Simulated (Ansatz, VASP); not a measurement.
# Zn3CdTe4: VASP beside Ansatz

Wanted: the spread between two codes on one cell, functional and k mesh. The cell is invented: As first built, before any earlier steps moved the atoms or strained the cell (in the runner's words): Te for S in the Zn3CdS4 structure of space group P-43m. It may not be a known or stable phase. The two relaxations start from unlike cells of this crystal (the structure described is Ansatz's start), so only their ends are compared.

Method: plane waves, with VASP 6.6.1 beside it; r2SCAN, in Ansatz 0.2.0.

## Step 1: The starting structure

Symmetry: P-43m, No. 215, cubic system. Conventional cell: a = 5.960 Å, b = 5.960 Å, c = 5.960 Å, α = 90.00°, β = 90.00°, γ = 90.00°. Nearest to Zn lie 4 Te at 2.54 Å. Cd has 4 Te at 2.71 Å nearest. Te has 3 Zn at 2.54 Å and 1 Cd at 2.71 Å nearest. It derives from Zn3CdS4. As first built, before any earlier steps moved the atoms or strained the cell (in the runner's words): Te for S in the Zn3CdS4 structure of space group P-43m. Farther neighbours and most contacts between anions are not listed.

## Step 2: Ansatz: relaxation of cell and atoms, r2SCAN

Ansatz runs on its default PAW (the set named soft_2) files.

The relaxed volume is the usual yardstick between codes: in a stiff, nearly cubic crystal its relative difference is about their pressure difference at one cell divided by the bulk modulus.

Contents of input.yaml:

```yaml
crystal:
  lattice:
    - [5.9603568305, 0.0, 0.0]
    - [0.0, 5.9603568305, 0.0]
    - [0.0, 0.0, 5.9603568305]
  atoms:
    - { symbol: Zn, position: [0.0, 0.5, 0.5] }
    - { symbol: Zn, position: [0.5, 0.0, 0.5] }
    - { symbol: Zn, position: [0.5, 0.5, 0.0] }
    - { symbol: Cd, position: [0.0, 0.0, 0.0] }
    - { symbol: Te, position: [0.26268019, 0.26268019, 0.26268019] }
    - { symbol: Te, position: [0.73731981, 0.73731981, 0.26268019] }
    - { symbol: Te, position: [0.26268019, 0.73731981, 0.73731981] }
    - { symbol: Te, position: [0.73731981, 0.26268019, 0.73731981] }
kpoints:
  mp_grid: { grid: [4, 4, 4] }
scf:
  occupations: { method: gaussian, width: 0.03 }
hamiltonian:
  xc: r2scan
output:
  forces: true
  stress: true
relax:
  f_tol: 0.02
  max_steps: 60
  cell: {}
```

Launch:

```
$ ansatz run input.yaml --threads 2 --pin off --max-ram 4096MiB --backend cpu --events-out ev --progress --plain --runs-dir out
```

Numbers of over 12 decimals in the logs are rounded to 6 here.

The log of the run:

```text
Engine: ansatz 0.2.0, x86_64-unknown-linux-gnu
Pseudopotentials: kind: paw
Pseudopotential: Zn, paw, valence charge 12, recommended cutoff 500 eV (meta_gga), Zn.paw.azcp
Pseudopotential: Cd, paw, valence charge 20, recommended cutoff 500 eV (meta_gga), Cd.paw.azcp
Pseudopotential: Te, paw, valence charge 16, recommended cutoff 500 eV (meta_gga), Te.paw.azcp
Functional definition: r2SCAN
  parameter k0 = 0.174
  parameter k1 = 0.065
  parameter a1 = 4.9479
  exchange = r2scan_x(k0 = k0, k1 = k1, a1 = a1)
  correlation = r2scan_c
Crystal: 8 atoms, lattice volume = 211.747 Å³
Basis set: ecut = 500 eV, 5449 PW (Γ), exchange–correlation on 180×180×180 points (64 copies of the dense FFT grid, shifted against one another)
Bands: 72, of which v1, the nominal top of the filled ones, is band 60 counted from 1 (59 counted from 0)
Symmetry: 24 space group operations
Space group: P-43m (ITA 215), of the structure as read, at distance tolerance 6.0e-5 Å
k-points: 10 of 64 (time reversal used)
Non-local potential: Zn, projectors of the file, l = 0: 2, l = 1: 2, l = 2: 3, l = 3: 1
Non-local potential: Cd, projectors of the file, l = 0: 3, l = 1: 2, l = 2: 2, l = 3: 1
Non-local potential: Te, projectors of the file, l = 0: 2, l = 1: 2, l = 2: 2, l = 3: 2
PAW form: soft (Blöchl's): semilocal exchange-correlation on the pseudo side does not see the compensation charge
PAW frozen core: Zn, regenerated for the run's functional (the file was generated under x = pbe(κ = 0.804, μ = 0.219515), c = pbe(β = 0.066725))
PAW frozen core: Cd, regenerated for the run's functional (the file was generated under x = pbe(κ = 0.804, μ = 0.219515), c = pbe(β = 0.066725))
PAW frozen core: Te, regenerated for the run's functional (the file was generated under x = pbe(κ = 0.804, μ = 0.219515), c = pbe(β = 0.066725))
PAW one-centre angular grid: Zn, 590 points (default); XC on 261 of its mesh's 2673 points in the sphere
PAW one-centre angular grid: Cd, 590 points (default); XC on 160 Gauss nodes
PAW one-centre angular grid: Te, 590 points (default); XC on 160 Gauss nodes
Initial density: superposition of atomic densities (neutral atoms: chi_scale 0, normalization atom), corrected by the library's trained network
Initial wavefunctions: pseudopotential atomic-orbital guess
Functional: x = r2scan, c = r2scan; τ floored in thin density (d = 2e-4 eV/Å³)
SCF iter   1: F=—  HF=-46228.224177 eV  |F-HF|=—  |Δ(HF+E_count)|=         —  Δρ=1.14e-2  dr2=1.37e-1  dr2_τ=2.17e-2  ethr=1.77e-3  ⟨swp⟩=7.6  Hψ=3047  notcnv=0  defer=7
preconditioner: auto → Resta (q_TF=auto, 2.482 Å⁻¹)  ε∞=4.5  [insulator: Δε(μ)=1.921 eV  Ē_g=11.563 eV  σ=0.030 eV  W_gap=1.00  n_scr=56 (ndim 8)  ℏωp=21.7 eV  f_vac=0.093  D(μ)=0.00/eV (n_scr^D=0)  ε∞_Penn≈4.5]
SCF iter   2: F=—  HF=-46228.246501 eV  |F-HF|=—  |Δ(HF+E_count)|=   2.23e-2  Δρ=1.76e-3  dr2=4.03e-3  dr2_τ=8.68e-4  ethr=1.14e-4  ⟨swp⟩=2.9  Hψ=1250  notcnv=0  defer=58
SCF iter   3: F=—  HF=-46228.241765 eV  |F-HF|=—  |Δ(HF+E_count)|=   4.74e-3  Δρ=2.39e-3  dr2=5.44e-3  dr2_τ=1.58e-4  ethr=3.36e-6  ⟨swp⟩=2.0  Hψ=1180  notcnv=0  defer=28
automatic band count: iteration 3 solves 69 bands in place of 72: the levels show a gap, and the empty bands left out lie too high to hold charge; the band table lists the bands solved (type scf.n_extra_bands for more)
SCF iter   4: F=—  HF=-46228.242042 eV  |F-HF|=—  |Δ(HF+E_count)|=   2.77e-4  Δρ=4.95e-4  dr2=3.11e-4  dr2_τ=9.86e-6  ethr=3.36e-6  ⟨swp⟩=2.0  Hψ=811  notcnv=0  defer=28
SCF iter   5: F=—  HF=-46228.242144 eV  |F-HF|=—  |Δ(HF+E_count)|=   1.03e-4  Δρ=1.28e-4  dr2=3.60e-5  dr2_τ=1.76e-6  ethr=2.59e-7  ⟨swp⟩=2.0  Hψ=1258  notcnv=0  defer=28
SCF iter   6: F=—  HF=-46228.242114 eV  |F-HF|=—  |Δ(HF+E_count)|=   3.08e-5  Δρ=5.04e-5  dr2=4.23e-6  dr2_τ=6.68e-8  ethr=3.00e-8  ⟨swp⟩=2.0  Hψ=1007  notcnv=0  defer=28
SCF iter   7: F=—  HF=-46228.242115 eV  |F-HF|=—  |Δ(HF+E_count)|=   1.31e-6  Δρ=1.30e-5  dr2=3.17e-7  dr2_τ=6.84e-9  ethr=3.52e-9  ⟨swp⟩=2.0  Hψ=1262  notcnv=0  defer=28
SCF iter   8: F=-46228.242115 eV  HF=-46228.242115 eV  |F-HF|=1.61e-8  |Δ(HF+E_count)|=   1.30e-7  Δρ=3.76e-6  dr2=3.58e-8  dr2_τ=9.35e-10  ethr=8.33e-11  ⟨swp⟩=5.0  Hψ=2617  notcnv=0
SCF 1 converged in 8 iterations: F = -46228.242115 eV  dr2 = 3.58e-8
  greatest PAW one-centre occupation: 1.001 electrons in one spin orbital (limit 2), on the Cd atom at site 3 (counted from 0), in its partial waves of l = 1
relax step   1: F+E_penalty+E_count = -46228.24211506 eV  Δ(F+E_penalty+E_count) = +0.000e0 eV  max|allowed force component| = 1.903e-1 eV/Å  Δτ_max = 0.0000 Å  P = +8.248 GPa  Ω = 211.747 Å³  (8 SCF iters, dr2 threshold 1.00e-7 eV, accepted)
[...]
relax step   3: F+E_penalty+E_count = -46228.92345384 eV  Δ(F+E_penalty+E_count) = -1.094e-2 eV  max|allowed force component| = 5.332e-2 eV/Å  Δτ_max = 0.0263 Å  P = -0.078 GPa  Ω = 241.600 Å³  energy of the carried Pulay correction = -5.880e-3 eV  (6 SCF iters, dr2 threshold 8.00e-7 eV, accepted)
[...]
relax step   4: F+E_penalty+E_count = -46228.92536715 eV  Δ(F+E_penalty+E_count) = -1.913e-3 eV  max|allowed force component| = 1.786e-3 eV/Å  Δτ_max = 0.0088 Å  P = -0.038 GPa  Ω = 241.323 Å³  energy of the carried Pulay correction = -5.829e-3 eV  (6 SCF iters, dr2 threshold 1.78e-7 eV, accepted)
[...]
relax step   5: F+E_penalty+E_count = -46228.93413427 eV  Δ(F+E_penalty+E_count) = -8.767e-3 eV  max|allowed force component| = 1.855e-3 eV/Å  Δτ_max = 0.0000 Å  P = -0.007 GPa  Ω = 241.323 Å³  stress off target by 7.22e-3 GPa  SCF on the basis re-selected at this cell (its energy is not comparable with the rows above)  (8 SCF iters)
basis re-selected at this cell: Δ(F+E_penalty+E_count) = -8.767e-3 eV, ΔP = +0.031 GPa vs the last step (what re-selecting the basis moved, of the pressure what is left beyond the Pulay correction that the steps carried, after the strain that the cell walked since its last selection, with what the two solves' SCF thresholds leave and, on support functions, any second-order correction that the steps lacked; it is no measure of the basis error at this ecutwfc). The dense FFT grid was sized anew with the basis: this SCF ran on 48×48×48 points, the steps before it on 45×45×45, so part of this shift can come from that change (see relax.cell in the input reference). [rest of the remark cut]
SCF converged after 8 iterations
Free energy (F): -46228.934134 eV
Harris-Foulkes:  -46228.934134 eV  (|F-HF|=2.18e-11)
Internal energy: -46228.934134 eV  (E = F + TS)
E sigma→0 (E₀):  -46228.934134 eV
Fermi energy:    7.479825 eV
--- Per-component energies (eV) ---
  E_band       = -1707.781950
  E_kinetic    = 1616.690600
  E_local      = -15496.870522  (includes V_loc(G=0)·N_el)
  E_nonlocal   = 647.200864
  E_hartree    = 7842.313634
  E_xc         = -999.263845
  E_vxc        = -851.210224  (∫ρ·V_xc dr)
  E_paw        = -28403.920797  (= ΣΔE_a)
  E_vpaw       = -3361.602221  (= ΣTr[D̂ρ^β])
  E_aug_tail   = -0.000324  (compensation charges beyond the density's cutoff)
  E_vtau       = 53.382737  (kinetic-family band-sum trace: ∫τ·v_τ [+ j·A + Jᵃ·Aᵃ] dr)
  E_ewald      = -11435.110539
  E_core_change = 0.026795  (= ΣΔE_core)
  E_smearing   = -0.000000  (= −TS)
  E_closure    = 0.000000  (closes the sum)
  Σ components = -46228.934134   (vs F -46228.934134, Δ=0.00e0)
--- Forces (eV/Å), atoms counted from 1 ---
  atom   1  Zn    -0.00000000     0.00000000    -0.00000000
  atom   2  Zn     0.00000000    -0.00000000    -0.00000000
  atom   3  Zn     0.00000000    -0.00000000    -0.00000000
  atom   4  Cd     0.00000000     0.00000000    -0.00000000
  atom   5  Te     0.00185499     0.00185499     0.00185499
  atom   6  Te    -0.00185499    -0.00185499     0.00185499
  atom   7  Te     0.00185499    -0.00185499    -0.00185499
  atom   8  Te    -0.00185499     0.00185499    -0.00185499
  max |Σ_I F_I| component: 5.57e-17 eV/Å
--- Stress (GPa, compression-positive) ---
       -0.007224       0.000000       0.000000
        0.000000      -0.007224       0.000000
        0.000000       0.000000      -0.007224
  P = ⅓ Tr σ = -0.0072 GPa (-0.072 kbar)
--- Relaxed structure (4 steps of the walk, 4 accepted, 1 SCFs on fresh bases) ---
  F+E_penalty+E_count = -46228.93413427 eV   max|allowed force component| = 1.855e-3 eV/Å   (the final SCF, on the basis selected at the relaxed cell)
  cell:  # Å, volume = 241.3232 Å³
    - [6.225865, 0, 0]
    - [0, 6.225865, 0]
    - [0, 0, 6.225865]
  atoms:
    - { symbol: Zn, position: [1.0914133532450312e-19, 0.5, 0.5] }
    - { symbol: Zn, position: [0.5, 0, 0.5] }
    - { symbol: Zn, position: [0.5, 0.5, 0] }
    - { symbol: Cd, position: [1.091413353245051e-19, 0, 0] }
    - { symbol: Te, position: [0.259657, 0.259657, 0.259657] }
    - { symbol: Te, position: [0.740343, 0.740343, 0.259657] }
    - { symbol: Te, position: [0.259657, 0.740343, 0.740343] }
    - { symbol: Te, position: [0.740343, 0.259657, 0.740343] }
```

Reading the cycles: dr2 is the Hartree energy of the density residual (eV), the measure of convergence; HF is the Harris–Foulkes estimate of the energy, which meets the free energy F at convergence.

(Continued in part 2 of 2.)

[Lines on the potential files, build, host, timing and source positions are cut from VASP's logs without a mark.]

[Logs are printed without paths, hosts, clocks, repeated set-up lines and the standing remarks that a program may print on its own settings, such as how far it seeks lower states.]

[Hosts, paths, dates, database ids (printed as entryN), source tags and the programs' standing remarks are cut or masked in the printed files.]
